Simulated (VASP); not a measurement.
# In3SbO4 (P4/mmm) in VASP: notebook, part 2 of 2

VASP 6.6.1. The steps go on from the part before.

**3. Relaxation of cell and atoms, PBE**

This run uses another cell than the first one, of 16.85 Å³/atom, 1.042 times its volume.

INCAR reads:

```
  ALGO = Normal
  EDIFF = 1E-7
  EDIFFG = -0.005
  ENCUT = 520
  GGA = PE
  IBRION = 2
  ISIF = 3
  ISMEAR = 0
  KPAR = 4
  LASPH = True
  LCHARG = False
  LREAL = False
  LWAVE = False
  NELM = 120
  NSW = 60
  POTIM = 0.3
  PREC = Accurate
  SIGMA = 0.1
```

KPOINTS reads:

```
k-points
0
Gamma
  8 8 4
```

POSCAR reads:

```
In3SbO4                                 
1.0
    3.8758387425     -0.0000000000      0.0000000000
    0.0000000000      3.8758387425      0.0000000000
    0.0000000000      0.0000000000      8.9758854885
  In              Sb              O             
     3     1     4
Direct
     0.5000000000000000    0.5000000000000000    0.2458418188666258
     0.5000000000000000    0.5000000000000000    0.7541581811333742
     0.0000000000000000    0.0000000000000000    0.0000000000000000
     0.0000000000000000    0.0000000000000000    0.5000000000000000
     0.0000000000000000    0.5000000000000000    0.1484450736480654
     0.5000000000000000    0.0000000000000000    0.1484450736480654
     0.0000000000000000    0.5000000000000000    0.8515549263519346
     0.5000000000000000    0.0000000000000000    0.8515549263519346
```

Potentials or basis: VASP PAW PBE potentials, release 64 (In_d, Sb, O).

Command:

```console
cat potpaw_PBE.64/In_d/POTCAR potpaw_PBE.64/Sb/POTCAR potpaw_PBE.64/O/POTCAR > POTCAR
mpirun -np 4 vasp_std > vasp.out
```

OUTCAR:

```text
EDIFF = 1E-7
   EDIFFG = -0.005
   ENCUT = 520
   GGA = PE
   IBRION = 2
   ISIF = 3
   ISMEAR = 0
   LASPH = True
   LREAL = False
   NELM = 120
   NSW = 60
   POTIM = 0.3
   PREC = Accurate

 ion  position               nearest neighbor table
   1  0.500  0.500  0.246-   5 2.13   6 2.13   6 2.13   5 2.13   3 3.52   3 3.52   3 3.52   3 3.52
                             4 3.57   4 3.57   4 3.57   4 3.57
   2  0.500  0.500  0.754-   7 2.13   8 2.13   8 2.13   7 2.13   3 3.52   3 3.52   3 3.52   3 3.52
                             4 3.57   4 3.57   4 3.57   4 3.57
   3  0.000  0.000  0.000-   5 2.35   6 2.35   7 2.35   8 2.35   5 2.35   7 2.35   6 2.35   8 2.35
                             1 3.52   2 3.52   1 3.52   2 3.52   1 3.52   2 3.52   1 3.52   2 3.52
   4  0.000  0.000  0.500-   1 3.57   2 3.57   1 3.57   2 3.57   1 3.57   2 3.57   1 3.57   2 3.57

   5  0.000  0.500  0.148-   1 2.13   1 2.13   3 2.35   3 2.35
   6  0.500  0.000  0.148-   1 2.13   1 2.13   3 2.35   3 2.35
   7  0.000  0.500  0.852-   2 2.13   2 2.13   3 2.35   3 2.35
   8  0.500  0.000  0.852-   2 2.13   2 2.13   3 2.35   3 2.35

  LATTYP: Found a simple tetragonal cell.
 ALAT       =     3.8758387425
 C/A-ratio  =     2.3158562791

  Lattice vectors:

 A1 = (   3.8758387425,   0.0000000000,   0.0000000000)
 A2 = (   0.0000000000,   3.8758387425,   0.0000000000)
 A3 = (   0.0000000000,   0.0000000000,   8.9758854885)

Analysis of symmetry for initial positions (statically):
=====================================================================
 Subroutine PRICEL returns:
 Original cell was already a primitive cell.

 Routine SETGRP: Setting up the symmetry group for a
 simple tetragonal supercell.

 Subroutine GETGRP returns: Found 16 space group operations
 (whereof 16 operations were pure point group operations)
 out of a pool of 16 trial point group operations.

The static configuration has the point symmetry D_4h.

Analysis of symmetry for dynamics (positions and initial velocities):
=====================================================================
 Subroutine PRICEL returns:
 Original cell was already a primitive cell.

 Routine SETGRP: Setting up the symmetry group for a
 simple tetragonal supercell.

 Subroutine GETGRP returns: Found 16 space group operations
 (whereof 16 operations were pure point group operations)
 out of a pool of 16 trial point group operations.

The dynamic configuration has the point symmetry D_4h.

 Subroutine INISYM returns: Found 16 space group operations
 (whereof 16 operations are pure point group operations),
 and found     1 'primitive' translations

----------------------------------------------------------------------------------------

                                     Primitive cell

  volume of cell :     134.8369

  direct lattice vectors                    reciprocal lattice vectors
[... 148 lines left out ...]
  free energy    TOTEN  =       -38.79032832 eV

  energy without entropy =      -38.77283486  energy(sigma->0) =      -38.78158159

------------------------ aborting loop because EDIFF is reached ----------------------------------------

  FORCE on cell =-STRESS in cart. coord.  units (eV):
  Direction    XX          YY          ZZ          XY          YZ          ZX
  --------------------------------------------------------------------------------------
  -------------------------------------------------------------------------------------
  Total        0.0044937      0.0044937      0.0633867      0.0000000      0.0000000     -0.0000000
  in kB        0.0533952      0.0533952      0.7531819      0.0000000      0.0000000     -0.0000000
  external PRESSURE =       0.2866574 kB  Pullay stress =       0.0000000 kB

 VOLUME and BASIS-vectors are now :
 -----------------------------------------------------------------------------
  energy-cutoff  :      520.00
  volume of cell :      134.84
      direct lattice vectors                 reciprocal lattice vectors
     3.875838743  0.000000000  0.000000000     0.258008670  0.000000000  0.000000000
     0.000000000  3.875838743  0.000000000     0.000000000  0.258008670  0.000000000
     0.000000000  0.000000000  8.975885488     0.000000000  0.000000000  0.111409621

 POSITION                                       TOTAL-FORCE (eV/Angst)
 -----------------------------------------------------------------------------------
      1.93792      1.93792      2.20665         0.000000      0.000000      0.010515
      1.93792      1.93792      6.76924        -0.000000      0.000000     -0.010515
      0.00000      0.00000      0.00000         0.000000     -0.000000      0.000000
      0.00000      0.00000      4.48794         0.000000     -0.000000      0.000000
      0.00000      1.93792      1.33243         0.000000     -0.000000      0.001143
      1.93792      0.00000      1.33243         0.000000     -0.000000      0.001143
      0.00000      1.93792      7.64346         0.000000     -0.000000     -0.001143
      1.93792      0.00000      7.64346         0.000000     -0.000000     -0.001143
 -----------------------------------------------------------------------------------
    total drift:                                0.000000      0.000000      0.000000

  FREE ENERGIE OF THE ION-ELECTRON SYSTEM (eV)
  ---------------------------------------------------
  free  energy   TOTEN  =       -38.7903283192 eV

  energy  without entropy=      -38.7728348620  energy(sigma->0) =      -38.78158159

--------------------------------------- Ionic step        2  -------------------------------------------

 number of electron      68.0000000 magnetization

 Free energy of the ion-electron system (eV)
  ---------------------------------------------------
  ext. energy  EPLUGINS =         0.00000000
  ---------------------------------------------------
  free energy    TOTEN  =       -38.79034306 eV

  energy without entropy =      -38.77285392  energy(sigma->0) =      -38.78159849

 E-fermi :   5.7788     XC(G=0): -10.3565

 val. band max:        5.7667501020   @ k =   0.5000   0.2500   0.5000
 cond. band min:       5.8079429637   @ k =   0.1250   0.0000   0.5000
 fundamental gap:      0.0411928617
 Fermi energy:         5.7788101963

 k-point     1 :       0.0000    0.0000    0.0000
  band No.  band energies     occupation
      1     -12.4747      2.00000
      2     -11.9737      2.00000
      3     -11.5402      2.00000
      4     -11.1356      2.00000
      5      -7.8470      2.00000
      6      -7.8470      2.00000
[... 1021 lines left out ...]
     39      11.8611      0.00000
     40      12.4695      0.00000

 [... further k-points ...]

------------------------ aborting loop because EDIFF is reached ----------------------------------------

  FORCE on cell =-STRESS in cart. coord.  units (eV):
  Direction    XX          YY          ZZ          XY          YZ          ZX
  --------------------------------------------------------------------------------------
  -------------------------------------------------------------------------------------
  Total       -0.0151719     -0.0151719      0.0303748      0.0000000     -0.0000000      0.0000000
  in kB       -0.1802310     -0.1802310      0.3608290      0.0000000     -0.0000000      0.0000000
  external PRESSURE =       0.0001223 kB  Pullay stress =       0.0000000 kB

 VOLUME and BASIS-vectors are now :
 -----------------------------------------------------------------------------
  energy-cutoff  :      520.00
  volume of cell :      134.87
      direct lattice vectors                 reciprocal lattice vectors
     3.875901760  0.000000000 -0.000000000     0.258004475  0.000000000 -0.000000000
     0.000000000  3.875901760  0.000000000     0.000000000  0.258004475  0.000000000
     0.000000000  0.000000000  8.977944068     0.000000000  0.000000000  0.111384076

 POSITION                                       TOTAL-FORCE (eV/Angst)
 -----------------------------------------------------------------------------------
      1.93795      1.93795      2.20746         0.000000      0.000000      0.003614
      1.93795      1.93795      6.77049        -0.000000      0.000000     -0.003614
      0.00000      3.87590     -0.00000         0.000000     -0.000000      0.000000
      0.00000      3.87590      4.48897         0.000000     -0.000000      0.000000
      0.00000      1.93795      1.33276         0.000000     -0.000000      0.001248
      1.93795      3.87590      1.33276         0.000000     -0.000000      0.001248
      0.00000      1.93795      7.64518        -0.000000      0.000000     -0.001248
      1.93795      3.87590      7.64518        -0.000000     -0.000000     -0.001248
 -----------------------------------------------------------------------------------
    total drift:                                0.000000      0.000000      0.000000

  FREE ENERGIE OF THE ION-ELECTRON SYSTEM (eV)
  ---------------------------------------------------
  free  energy   TOTEN  =       -38.7903430579 eV

  energy  without entropy=      -38.7728539230  energy(sigma->0) =      -38.78159849

 reached required accuracy - stopping structural energy minimisation
```

It took 66 s on 4 MPI ranks of Intel Xeon 6975P-C (Granite Rapids), shared host; peak memory 0.38 GiB.

Results:

* Free energy: -38.7903 eV
* Relaxed volume: 16.86 Å³/atom
* Relaxed cell: a = 3.876 Å, b = 3.876 Å, c = 8.978 Å, α = 90.00°, β = 90.00°, γ = 90.00°
* Space group after relaxing (to 0.05 Å): P4/mmm (No. 123)
* Energy gained by relaxing: 0.0 meV/atom
* Ionic steps: 2
* Pressure after relaxing: 0.0 GPa
* Largest force after relaxing: 0.004 eV/Å
* Band gap on the k mesh: none (metal or under the smearing width)

Forces on the atoms (eV/Å):
```
In   0.000  0.000  0.004
In   0.000  0.000 -0.004
In   0.000  0.000  0.000
Sb   0.000  0.000  0.000
O    0.000  0.000  0.001
O    0.000  0.000  0.001
O    0.000  0.000 -0.001
O    0.000  0.000 -0.001
```

Final structure:
```
In Sb O
1.0
     3.87590    0.00000    0.00000
     0.00000    3.87590    0.00000
     0.00000    0.00000    8.97794
In Sb O
3 1 4
Direct
  0.50000 0.50000 0.24588
  0.50000 0.50000 0.75412
  0.00000 0.00000 0.00000
  0.00000 0.00000 0.50000
  0.00000 0.50000 0.14845
  0.50000 0.00000 0.14845
  0.00000 0.50000 0.85155
  0.50000 0.00000 0.85155
```

Levels at points of the mesh, in eV from the Fermi level:
```csv
k point,band 30,band 31,band 32,band 33,band 34,band 35,band 36,band 37,band 38,band 39
"(0.00, 0.00, 0.00)",-0.75,-0.75,-0.68,-0.35,-0.06,1.10,1.10,2.96,3.33,4.69
"(0.50, 0.00, 0.00)",-2.51,-2.20,-1.53,-1.40,0.19,1.52,1.88,3.52,4.43,6.17
"(0.50, 0.50, 0.00)",-1.73,-0.56,-0.44,-0.39,-0.37,-0.25,0.25,1.50,4.55,5.02
"(0.00, 0.00, 0.50)",-1.31,-0.75,-0.75,-0.69,1.14,1.14,1.46,2.25,3.61,4.78
"(0.50, 0.00, 0.50)",-2.61,-1.84,-1.40,-0.82,-0.07,0.98,1.89,3.68,4.49,6.21
"(0.50, 0.50, 0.50)",-0.91,-0.56,-0.39,-0.37,-0.26,-0.25,0.09,1.23,4.42,4.42
```

The run has no spin-orbit coupling, so splittings on Sb are missing.
